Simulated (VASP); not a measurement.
# Relaxed cell of Gallium: a test of cutoff and mesh

How far does the relaxed cell of Gallium depend on cutoff and k mesh? The starting structure is a measured crystal structure from the Crystallography Open Database.

Calculated with VASP 6.6.1; Kohn-Sham DFT with plane waves and PAW; PBEsol.

## (1) Set-up

It takes space group Cmce (No. 64, orthorhombic). The conventional cell has a = 4.523 Å, b = 7.661 Å, c = 4.524 Å, α = 90.00°, β = 90.00°, γ = 90.00°. Nearest to Ga lie 5 Ga at 2.48 to 2.73 Å.

## (2) Reference relaxation

Input file INCAR:

```
SYSTEM = Ga
PREC = Accurate
ENCUT = 450
EDIFF = 1E-06
NELM = 100
ISMEAR = 1
SIGMA = 0.15
LREAL = .FALSE.
ALGO = Normal
GGA = PS
NBANDS = 32
LORBIT = 11
LWAVE = .FALSE.
LCHARG = .FALSE.
KPAR = 4
IBRION = 2
NSW = 50
ISIF = 3
EDIFFG = -0.01
```

Input file POSCAR:

```
Ga
1.0
    2.2615000000     -3.8305000000      0.0000000000
    2.2615000000      3.8305000000      0.0000000000
    0.0000000000      0.0000000000      4.5240000000
Ga
4
Direct
    0.3451000000      0.6549000000      0.4190000000
    0.1549000000      0.8451000000      0.9190000000
    0.6549000000      0.3451000000      0.5810000000
    0.8451000000      0.1549000000      0.0810000000
```

Input file KPOINTS:

```
Automatic mesh
0
Gamma
10 10 8
0 0 0
```

The projector-augmented-wave data sets are Ga_d (PBE family, release 64).

Started as:

```bash
$ mpirun -np 4 vasp_std
```

The log of the run:

```text
[banner, memory and clock lines left out]
running    4 mpi-ranks, on    1 nodes
 distrk:  each k-point on    1 cores,    4 groups
 distr:  one band on    1 cores,    1 groups

 POSCAR found type information on POSCAR Ga
 POSCAR found :  1 types and       4 ions
|                                                                             |
|               ----> ADVICE to this user running VASP <----                  |
|                                                                             |
|     You enforced a specific xc type in the INCAR file but a different       |
|     [... a line on the potential file left out ...]
|     I HOPE YOU KNOW WHAT YOU ARE DOING!                                     |
|                                                                             |

 LDA part: xc-table for (Slater+PW92), standard interpolation
 POSCAR, INCAR and KPOINTS ok, starting setup
 FFT: planning ... GRIDC
 FFT: planning ... GRID_SOFT
 FFT: planning ... GRID
 WAVECAR not read
 entering main loop
       N       E                     dE             d eps       ncg     rms          rms(c)
DAV:   1     0.336102631596E+03    0.33610E+03   -0.24034E+04 10176   0.282E+03
DAV:   2     0.250021270304E+02   -0.31110E+03   -0.30496E+03 10384   0.522E+02
DAV:   3    -0.125101981438E+02   -0.37512E+02   -0.37217E+02 11240   0.144E+02
DAV:   4    -0.135577420623E+02   -0.10475E+01   -0.10437E+01 11296   0.284E+01
DAV:   5    -0.135794439792E+02   -0.21702E-01   -0.21700E-01 11960   0.414E+00    0.268E+00
DAV:   6    -0.134220641740E+02    0.15738E+00   -0.33788E-01 12128   0.816E+00    0.139E+00
DAV:   7    -0.133886449403E+02    0.33419E-01   -0.78891E-02 13848   0.305E+00    0.354E-01
DAV:   8    -0.133854363576E+02    0.32086E-02   -0.16450E-02 11184   0.144E+00    0.460E-02
DAV:   9    -0.133855273163E+02   -0.90959E-04   -0.10283E-03 11376   0.362E-01    0.255E-02
DAV:  10    -0.133855278574E+02   -0.54109E-06   -0.22985E-04 11800   0.182E-01    0.505E-03
DAV:  11    -0.133855284120E+02   -0.55452E-06   -0.40917E-05 11992   0.807E-02    0.535E-03
DAV:  12    -0.133855275728E+02    0.83922E-06   -0.95257E-06 11592   0.379E-02
   1 F= -.13385528E+02 E0= -.13385514E+02  d E =-.133855E+02
[... from here on, the cycles between the ionic steps are left out ...]
   2 F= -.13399885E+02 E0= -.13399860E+02  d E =-.143573E-01
   3 F= -.13399866E+02 E0= -.13399840E+02  d E =-.143387E-01
   4 F= -.13400138E+02 E0= -.13400156E+02  d E =-.271244E-03
   5 F= -.13400509E+02 E0= -.13400634E+02  d E =-.642763E-03
   6 F= -.13400659E+02 E0= -.13400773E+02  d E =-.149831E-03
   7 F= -.13400754E+02 E0= -.13400828E+02  d E =-.244782E-03
   8 F= -.13400781E+02 E0= -.13400870E+02  d E =-.271698E-03
   9 F= -.13400830E+02 E0= -.13400921E+02  d E =-.493739E-04
 trial-energy change:   -0.000049  1 .order   -0.000049   -0.000121    0.000022
 step:   1.1092(harm=  1.1092)  dis= 0.00122  next Energy=   -13.400832 (dE=-0.510E-04)
 bond charge predicted
       N       E                     dE             d eps       ncg     rms          rms(c)
DAV:   1    -0.134008421098E+02   -0.12021E-04   -0.13258E-03 12168   0.267E-01    0.246E-02
DAV:   2    -0.134008340815E+02    0.80283E-05   -0.74281E-05 11560   0.107E-01    0.120E-02
DAV:   3    -0.134008307161E+02    0.33654E-05   -0.10406E-05 14288   0.281E-02    0.309E-03
DAV:   4    -0.134008305892E+02    0.12687E-06   -0.15947E-06  5776   0.108E-02
  10 F= -.13400831E+02 E0= -.13400921E+02  d E =-.498671E-04
 curvature:  -1.11 expect dE=-0.173E-04 dE for cont linesearch -0.163E-05
 trial: gam= 0.03840 g(F)=  0.530E-05 g(S)=  0.102E-04 ort = 0.164E-04 (trialstep = 0.127E+01)
 search vector abs. value=  0.171E-04
 reached required accuracy - stopping structural energy minimisation
```

The job ended after 7.1 min (4 MPI ranks of AMD EPYC 7R43, shared host; peak memory 1.2 GiB).

The logs omit lines about the potential files and the build; timing stands in the text.

Parts of OUTCAR (step 2):

```text
ion  position               nearest neighbor table
   1  0.345  0.655  0.419-   3 2.48   2 2.69   2 2.69   4 2.73   4 2.73   3 2.79   3 2.79
   2  0.155  0.845  0.919-   4 2.48   1 2.69   1 2.69   3 2.73   3 2.73   4 2.79   4 2.79
   3  0.655  0.345  0.581-   1 2.48   4 2.69   4 2.69   2 2.73   2 2.73   1 2.79   1 2.79
   4  0.845  0.155  0.081-   2 2.48   3 2.69   3 2.69   1 2.73   1 2.73   2 2.79   2 2.79

  LATTYP: Found a base centered orthorhombic cell.
 ALAT       =     4.5230000000
 B/A-ratio  =     1.6937873093
 C/A-ratio  =     1.0002210922

 Subroutine GETGRP returns: Found  8 space group operations
 (whereof  4 operations were pure point group operations)

The static configuration has the point symmetry C_2h.
 The point group associated with its full space group is D_2h.

 Found    155 irreducible k-points:

   k-points           NKPTS =    155   k-points in BZ     NKDIM =    155   number of bands    NBANDS=     32

   dimension x,y,z NGX =    32 NGY =   32 NGZ =   32
   dimension x,y,z NGXF=    64 NGYF=   64 NGZF=   64

   ENCUT  =  450.0 eV  33.07 Ry    5.75 a.u.   7.69  7.69  7.83*2*pi/ulx,y,z

   NELECT =      52.0000    total number of electrons

 k-points in reciprocal lattice and weights: Automatic mesh
   0.00000000  0.00000000  0.00000000       0.001
   0.10000000  0.00000000  0.00000000       0.005
   0.20000000  0.00000000  0.00000000       0.005
   0.30000000  0.00000000  0.00000000       0.005
   0.40000000 -0.00000000  0.00000000       0.005
   0.50000000 -0.00000000  0.00000000       0.003
   0.10000000  0.10000000  0.00000000       0.003
   0.20000000  0.10000000  0.00000000       0.005
   0.30000000  0.10000000  0.00000000       0.005
[...]
-0.40000000  0.40000000  0.50000000       0.003
   0.50000000  0.50000000  0.50000000       0.001

 average (electrostatic) potential at core
       1 -65.0574       2 -65.0574       3 -65.0574       4 -65.0574

 E-fermi :   5.0232

 k-point     1 :       0.0000    0.0000    0.0000
  band No.  band energies     occupation
    ...
     22       0.9371      2.00000
     23       1.3885      2.00000
     24       3.2763      2.00000
     25       3.2766      2.00000
     26       4.3666      2.00000
     27       5.9594     -0.00000
     28       6.1138     -0.00000
     29       6.1221     -0.00000
     30      10.2733      0.00000
     31      10.6221      0.00000
    ...

 k-point     2 :       0.1000    0.0000    0.0000
  band No.  band energies     occupation
    ...
     23       1.4514      2.00000
     24       1.8386      2.00000
     25       4.0494      2.00000
     26       4.7870      2.04848
     27       4.9391      1.80313
     28       6.6147     -0.00000
     29       7.4745     -0.00000
     30       9.7035      0.00000
     31       9.7193      0.00000
     32      11.5953      0.00000

 k-point     3 :       0.2000    0.0000    0.0000
  band No.  band energies     occupation
    ...
     22       0.0216      2.00000
     23       1.3342      2.00000
     24       1.6079      2.00000
     25       3.5900      2.00000
     26       4.2017      2.00000
     27       6.2745     -0.00000
     28       7.5194     -0.00000
     29       8.3232      0.00000
     30       8.5257      0.00000
     31       9.4402      0.00000
    ...

  Total       -0.0092119     -0.0273367      0.0040168      0.0000000      0.0000000      0.0000000
  in kB       -0.1934778     -0.5741498      0.0843646      0.0000000      0.0000000      0.0000000
  external PRESSURE =      -0.2277544 kB  Pullay stress =       0.0000000 kB

  energy-cutoff  :      450.00
  volume of cell :       76.28
      direct lattice vectors                 reciprocal lattice vectors
     2.253914907 -3.791106452 -0.000000000     0.221836236 -0.131887618  0.000000000
     2.253914907  3.791106452  0.000000000     0.221836236  0.131887618 -0.000000000
     0.000000000  0.000000000  4.463725147     0.000000000 -0.000000000  0.224028131

 POSITION                                       TOTAL-FORCE (eV/Angst)
 -----------------------------------------------------------------------------------
      2.25391      1.18222      1.85850         0.000000      0.002724     -0.004479
      2.25391      2.60889      4.09037         0.000000     -0.002724     -0.004479
      2.25391     -1.18222      2.60522         0.000000     -0.002724      0.004479
      2.25391     -2.60889      0.37336         0.000000      0.002724      0.004479
 -----------------------------------------------------------------------------------
    total drift:                                0.000000      0.000000      0.000000

  FREE ENERGIE OF THE ION-ELECTRON SYSTEM (eV)
  ---------------------------------------------------
  free  energy   TOTEN  =       -13.4008305892 eV

  energy  without entropy=      -13.4011027875  energy(sigma->0) =      -13.40092132

 reached required accuracy - stopping structural energy minimisation

 total charge
# of ion       s       p       d       tot
------------------------------------------
    1        0.954   0.732   9.960  11.647
    2        0.954   0.732   9.960  11.647
    3        0.954   0.732   9.960  11.647
    4        0.954   0.732   9.960  11.647
--------------------------------------------------
tot          3.816   2.930  39.841  46.587

[... 3 further parts left out ...]
```

Logs of long relaxations may skip ionic steps without a mark.

The PAW data sets were made with PBE, which is usual practice but a small mismatch for other functionals. The run keeps the 8 symmetry operations of its start, so it cannot find a distortion of lower symmetry.

The reference relaxation ends at 19.071 Å³ an atom.

## (3) Relaxation with a cutoff of 280 eV

Against step 2 the input has ENCUT = 280. This run starts from the cell of an earlier relaxation, which isn't shown; the restart sets up the plane waves anew.

Changes to INCAR since step 2:

```diff
@@ -2,3 +2,3 @@
 PREC = Accurate
-ENCUT = 450
+ENCUT = 280
 EDIFF = 1E-06
```

Input file POSCAR:

```
Ga
1.0
    2.2450556515     -3.7783413895      0.0000000000
    2.2450556515      3.7783413895      0.0000000000
    0.0000000000      0.0000000000      4.4542081394
Ga
4
Direct
    0.3439924315      0.6560075685      0.4164871708
    0.1560075685      0.8439924315      0.9164871708
    0.6560075685      0.3439924315      0.5835128292
    0.8439924315      0.1560075685      0.0835128292
```

KPOINTS is that of step 2.

Started as:

```bash
$ mpirun -np 4 vasp_std
```

The log of the run:

```text
[banner, memory and clock lines left out]
running    4 mpi-ranks, on    1 nodes
[...]
[... a notice as in an earlier step ...]

 LDA part: xc-table for (Slater+PW92), standard interpolation
 POSCAR, INCAR and KPOINTS ok, starting setup
[...]
entering main loop
       N       E                     dE             d eps       ncg     rms          rms(c)
DAV:   1     0.286036475933E+03    0.28604E+03   -0.18467E+04 10240   0.216E+03
DAV:   2     0.171430639583E+02   -0.26889E+03   -0.26374E+03 10456   0.431E+02
DAV:   3    -0.129022843306E+02   -0.30045E+02   -0.29829E+02 11544   0.122E+02
DAV:   4    -0.135814105965E+02   -0.67913E+00   -0.67751E+00 11040   0.223E+01
[...]
DAV:  10    -0.133883148712E+02   -0.99958E-06   -0.21305E-04 11616   0.171E-01    0.506E-03
DAV:  11    -0.133883149244E+02   -0.53249E-07   -0.36259E-05 11824   0.746E-02    0.501E-03
DAV:  12    -0.133883142741E+02    0.65033E-06   -0.73345E-06 11152   0.323E-02
   1 F= -.13388314E+02 E0= -.13388347E+02  d E =-.133883E+02
[... from here on, the cycles between the ionic steps are left out ...]
   2 F= -.13388984E+02 E0= -.13388974E+02  d E =-.669252E-03
   3 F= -.13389047E+02 E0= -.13389046E+02  d E =-.732787E-03
   4 F= -.13389050E+02 E0= -.13389051E+02  d E =-.735660E-03
[...]
reached required accuracy - stopping structural energy minimisation
```

Elapsed: 74 s, on 4 MPI ranks; peak memory 0.77 GiB; 4.8 min of CPU time.

OUTCAR, selected parts (step 3):

```text
  Total       -0.0069690      0.0107752     -0.0110291      0.0000000      0.0000000      0.0000000
  in kB       -0.1486632      0.2298593     -0.2352752      0.0000000      0.0000000      0.0000000
  external PRESSURE =      -0.0513597 kB  Pullay stress =       0.0000000 kB

 POSITION                                       TOTAL-FORCE (eV/Angst)
 -----------------------------------------------------------------------------------
      2.24088      1.17614      1.85100         0.000000     -0.007653     -0.005762
      2.24088      2.59425      4.07333         0.000000      0.007653     -0.005762
      2.24088     -1.17614      2.59367         0.000000      0.007653      0.005762
      2.24088     -2.59425      0.37134         0.000000     -0.007653      0.005762
 -----------------------------------------------------------------------------------
    total drift:                                0.000000     -0.000000      0.000000

  FREE ENERGIE OF THE ION-ELECTRON SYSTEM (eV)
  ---------------------------------------------------
  free  energy   TOTEN  =       -13.3890499336 eV

  energy  without entropy=      -13.3890544886  energy(sigma->0) =      -13.38905145

[... 2 parts as in an earlier step ...]

[... 2 further parts left out ...]
[key lines of the parts left out:]
E-fermi :   5.1640
```

With a cutoff of 280 eV the cell ends at 18.777 Å³ an atom, -1.54 % from the reference.

## (4) Relaxation with a 5×5×5 mesh

Against step 2 the input has a 5×5×5 mesh. This run starts from the cell of an earlier relaxation, which isn't shown; the restart sets up the plane waves anew.

Changes to INCAR since step 3:

```diff
@@ -2,3 +2,3 @@
 PREC = Accurate
-ENCUT = 280
+ENCUT = 450
 EDIFF = 1E-06
```

Input file POSCAR:

```
Ga
1.0
    2.2526817477     -3.7596749139      0.0000000000
    2.2526817477      3.7596749139      0.0000000000
    0.0000000000      0.0000000000      4.4849888509
Ga
4
Direct
    0.3432548704      0.6567451296      0.4142324168
    0.1567451296      0.8432548704      0.9142324168
    0.6567451296      0.3432548704      0.5857675832
    0.8432548704      0.1567451296      0.0857675832
```

Input file KPOINTS:

```
Automatic mesh
0
Gamma
5 5 5
0 0 0
```

Started as:

```bash
$ mpirun -np 4 vasp_std
```

The log of the run:

```text
[... set-up lines as in an earlier step ...]
 entering main loop
       N       E                     dE             d eps       ncg     rms          rms(c)
DAV:   1     0.341322004894E+03    0.34132E+03   -0.23985E+04  1760   0.284E+03
DAV:   2     0.258844895041E+02   -0.31544E+03   -0.30905E+03  1808   0.535E+02
DAV:   3    -0.125647166500E+02   -0.38449E+02   -0.38237E+02  1992   0.146E+02
DAV:   4    -0.136246401952E+02   -0.10599E+01   -0.10557E+01  1936   0.293E+01
[...]
DAV:  10    -0.134412204555E+02   -0.27430E-05   -0.22779E-04  2008   0.182E-01    0.532E-03
DAV:  11    -0.134412201010E+02    0.35444E-06   -0.39671E-05  2064   0.809E-02    0.478E-03
DAV:  12    -0.134412196113E+02    0.48973E-06   -0.73239E-06  2008   0.318E-02
   1 F= -.13441220E+02 E0= -.13440077E+02  d E =-.134412E+02
[...]
reached required accuracy - stopping structural energy minimisation
```

Run time: 13 s. Hardware: 4 MPI ranks; peak memory 0.62 GiB.

From OUTCAR (step 4):

```text
  Total        0.0259087      0.0230577     -0.0035744      0.0000000      0.0000000      0.0000000
  in kB        0.5464056      0.4862783     -0.0753824      0.0000000      0.0000000      0.0000000
  external PRESSURE =       0.3191005 kB  Pullay stress =       0.0000000 kB

 POSITION                                       TOTAL-FORCE (eV/Angst)
 -----------------------------------------------------------------------------------
      2.25268      1.17862      1.85783         0.000000     -0.007670     -0.002455
      2.25268      2.58105      4.10032         0.000000      0.007670     -0.002455
      2.25268     -1.17862      2.62716         0.000000      0.007670      0.002455
      2.25268     -2.58105      0.38467         0.000000     -0.007670      0.002455
 -----------------------------------------------------------------------------------
    total drift:                                0.000000      0.000000      0.000000

  FREE ENERGIE OF THE ION-ELECTRON SYSTEM (eV)
  ---------------------------------------------------
  free  energy   TOTEN  =       -13.4412196113 eV

  energy  without entropy=      -13.4377932699  energy(sigma->0) =      -13.44007750

[... 1 part as in an earlier step ...]

[... 3 further parts left out ...]
[key lines of the parts left out:]
E-fermi :   5.1049
```

With a 5×5×5 mesh the cell ends at 18.992 Å³ an atom, -0.41 % from the reference, a by -0.1 %, b by -0.8 % and c by +0.5 %.

## (5) Relaxation with a cutoff of 600 eV

Against step 2 the input has ENCUT = 600.

Changes to INCAR since step 4:

```diff
@@ -2,3 +2,3 @@
 PREC = Accurate
-ENCUT = 450
+ENCUT = 600
 EDIFF = 1E-06
```

Input file POSCAR:

```
Ga
1.0
    2.2615000000     -3.8305000000      0.0000000000
    2.2615000000      3.8305000000      0.0000000000
    0.0000000000      0.0000000000      4.5240000000
Ga
4
Direct
    0.3451000000      0.6549000000      0.4190000000
    0.1549000000      0.8451000000      0.9190000000
    0.6549000000      0.3451000000      0.5810000000
    0.8451000000      0.1549000000      0.0810000000
```

Input file KPOINTS:

```
Automatic mesh
0
Gamma
10 10 8
0 0 0
```

Started as:

```bash
$ mpirun -np 4 vasp_std
```

The log of the run:

```text
[... set-up lines as in an earlier step ...]
 entering main loop
       N       E                     dE             d eps       ncg     rms          rms(c)
DAV:   1     0.370233341386E+03    0.37023E+03   -0.28164E+04 10136   0.332E+03
DAV:   2     0.300139547983E+02   -0.34022E+03   -0.33355E+03 10192   0.594E+02
DAV:   3    -0.123085244904E+02   -0.42322E+02   -0.41959E+02 11328   0.159E+02
DAV:   4    -0.135549398542E+02   -0.12464E+01   -0.12398E+01 11256   0.313E+01
[...]
DAV:  10    -0.133869309501E+02   -0.59867E-06   -0.23280E-04 11808   0.186E-01    0.512E-03
DAV:  11    -0.133869314604E+02   -0.51032E-06   -0.42234E-05 12088   0.834E-02    0.536E-03
DAV:  12    -0.133869305975E+02    0.86288E-06   -0.96469E-06 11536   0.385E-02
   1 F= -.13386931E+02 E0= -.13386917E+02  d E =-.133869E+02
[... from here on, the cycles between the ionic steps are left out ...]
   2 F= -.13399797E+02 E0= -.13399788E+02  d E =-.128667E-01
   3 F= -.13399768E+02 E0= -.13399754E+02  d E =-.128377E-01
   4 F= -.13399793E+02 E0= -.13399781E+02  d E =-.128622E-01
   5 F= -.13400081E+02 E0= -.13400118E+02  d E =-.288504E-03
   6 F= -.13400444E+02 E0= -.13400582E+02  d E =-.650821E-03
   7 F= -.13400514E+02 E0= -.13400645E+02  d E =-.706687E-04
   8 F= -.13400512E+02 E0= -.13400638E+02  d E =-.688029E-04
   9 F= -.13400585E+02 E0= -.13400706E+02  d E =-.728959E-04
  10 F= -.13400707E+02 E0= -.13400813E+02  d E =-.194297E-03
  11 F= -.13400715E+02 E0= -.13400815E+02  d E =-.202291E-03
  12 F= -.13400756E+02 E0= -.13400860E+02  d E =-.410967E-04
  13 F= -.13400751E+02 E0= -.13400859E+02  d E =-.363802E-04
  14 F= -.13400758E+02 E0= -.13400866E+02  d E =-.437217E-04
  15 F= -.13400746E+02 E0= -.13400850E+02  d E =0.124649E-04
  16 F= -.13400760E+02 E0= -.13400866E+02  d E =-.130077E-05
  17 F= -.13400758E+02 E0= -.13400864E+02  d E =0.471822E-06
  18 F= -.13400759E+02 E0= -.13400865E+02  d E =-.504557E-06
[...]
reached required accuracy - stopping structural energy minimisation
```

It took 15 min on 4 MPI ranks; peak memory 1.8 GiB; 61 min of CPU time.

(Continued in part 2 of 2.)

[Lines on the potential files, build, host, timing and source positions are cut from VASP's logs without a mark.]

[Logs are printed without paths, hosts, clocks, repeated set-up lines and the standing remarks that a program may print on its own settings, such as how far it seeks lower states.]

[Hosts, paths, dates, database ids (printed as entryN), source tags and the programs' standing remarks are cut or masked in the printed files.]
